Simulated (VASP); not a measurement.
Here is a VASP 6.6.1 calculation.

INCAR

```
SYSTEM = HfO2
PREC = Accurate
ENCUT = 700
EDIFF = 1E-7
ISMEAR = 0
SIGMA = 0.05
LREAL = .FALSE.
LASPH = .TRUE.
NELM = 80
ALGO = Normal
ISIF = 2
LWAVE = .FALSE.
LCHARG = .FALSE.
GGA = PE
```

Contents of KPOINTS:

```
regular mesh
0
G
  6 6 6
  0 0 0
```

File POSCAR:

```
HfO2
1.0
    0.0000000000      2.6500000000      2.6500000000
    2.6500000000      0.0000000000      2.6500000000
    2.6500000000      2.6500000000      0.0000000000
Hf O
1 2
Direct
    0.0000000000      0.0000000000      0.0000000000
    0.2500000000      0.2500000000      0.2500000000
    0.7500000000      0.7500000000      0.7500000000
```

Potentials or basis: VASP PAW PBE potentials, release 64 (Hf_pv, O).

Launch:

```console
$ cat potpaw_PBE.64/Hf_pv/POTCAR potpaw_PBE.64/O/POTCAR > POTCAR
$ mpirun -np 1 vasp_std > vasp.out
```

(1) Predict the band gap on the k mesh.

(2) Predict the pressure.

## Answers

(1) 3.44 eV, direct.

(2) -25.3 GPa.

Caveat: so large a pressure means that the cell lies far from this level's equilibrium, or that cutoff or potentials fall short; spin-orbit coupling is left out, which moves the levels of the heavy elements.
